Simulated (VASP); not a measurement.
Here is a VASP 6.6.1 calculation.

INCAR

```
SYSTEM = Cd2TeO
PREC     = Normal         ! precision mode
ENCUT    = 520            ! plane-wave cutoff, eV
EDIFF    = 1E-4           ! SCF threshold, eV
ISMEAR   = 0              ! smearing method
SIGMA    = 0.15           ! smearing width, eV
LREAL    = .False.        ! projectors in reciprocal space
LASPH    = .True.         ! aspherical terms in the spheres
NELM     = 60             ! most SCF steps
ALGO     = Fast           ! electronic algorithm
ISIF     = 3              ! what is computed and relaxed
LWAVE    = .False.        ! write WAVECAR
LCHARG   = .False.        ! write CHGCAR
GGA      = PE             ! functional
IBRION   = 2              ! ionic algorithm
NSW      = 24             ! ionic steps
EDIFFG   = -0.08          ! ionic threshold
```

KPOINTS

```
Automatic mesh
0
Gamma
  5 5 5
  0 0 0
```

Contents of POSCAR:

```
Cd2TeO
1.0
    2.0000000000      1.1547005400      6.3000000000
   -2.0000000000      1.1547005400      6.3000000000
    0.0000000000     -2.3094010800      6.3000000000
Cd Te O
2 1 1
Direct
    0.2300000000      0.2300000000      0.2300000000
    0.7700000000      0.7700000000      0.7700000000
    0.0000000000      0.0000000000      0.0000000000
    0.5000000000      0.5000000000      0.5000000000
```

Potentials or basis: VASP PAW PBE potentials, release 64 (Cd, Te, O).

The run is started by

```console
$ cat potpaw_PBE.64/Cd/POTCAR potpaw_PBE.64/Te/POTCAR potpaw_PBE.64/O/POTCAR > POTCAR
$ mpirun -np 1 vasp_std > vasp.out
```

(1) What does it give for the relaxed cell?

(2) Predict the band gap on the k mesh.

Answers

(1) a = 7.023 Å, b = 7.023 Å, c = 7.023 Å, α = 31.16°, β = 31.16°, γ = 31.16°.

(2) none (metal or under the smearing width).

Caveat: the k mesh is coarse (spacing up to 0.37 Å⁻¹), so the values aren't converged.
